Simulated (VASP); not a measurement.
Input:

```
CELL_PARAMETERS angstrom
      4.12432    -2.20578     0.02442
      4.12432     2.20578     0.02442
      2.92315     0.00000     3.65121
ATOMIC_POSITIONS crystal
  Sb 0.23108 0.23108 0.23108
  Sb 0.76892 0.76892 0.76892
```

Method: RPBE GGA, VASP's PBE PAW potentials (set 64) (plane waves; VASP 6.6.1). Settings: 520 eV cut-off, Gaussian smearing of 0.050 eV, potentials Sb.

Give the energies of bands 2 to 8 at the high-symmetry points, in eV from the Fermi level.

```
band      Γ      T     H2      L     S0      F
----  -----  -----  -----  -----  -----  -----
2     -5.15  -8.41  -8.73  -9.17  -8.84  -7.92
3     -1.84  -1.22  -4.44  -1.89  -4.71  -4.81
4     -1.60  -1.22  -4.27  -1.80  -2.79  -3.30
5     -1.60  -0.54  -0.79  -0.23  -2.67  -3.25
6      1.84   0.42   0.83  -0.16   2.69   1.73
7      2.52   0.42   4.47   0.37   2.88   4.52
8      2.52   1.18   4.52   0.84   4.34   5.33
```

It has no gap at this level: it comes out as a metal or semimetal.

The compound is Sb in the a7 structure. It was relaxed first, which changed the volume by +9 %.
